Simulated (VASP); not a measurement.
Consider the following.

```xyz
1
Lattice="0.0000 2.0773 2.0773 2.0773 0.0000 2.0773 2.0773 2.0773 0.0000" Properties=species:S:1:pos:R:3 pbc="T T T"
Au     0.0000     0.0000     0.0000
```

Calculation: PBE GGA, VASP's PBE PAW potentials (set 64) (plane waves; VASP 6.6.1). Run with 520 eV cut-off, 17×17×17 Γ-centred mesh, tetrahedra with Blöchl corrections, potentials Au.

Problem. The job: Au (fcc), 1 atom, PBE, static run, 520 eV, 17×17×17 Γ-centred mesh. Roughly how much core time does it take on a busy server core?

Solution. About 8 core-seconds (one run on a shared machine, a rough figure). It had 165 irreducible k-points, 9 bands, up to 531 plane waves and 12 electronic steps.

The compound is Au in the fcc structure. It was relaxed first, which changed the volume by +6 %.
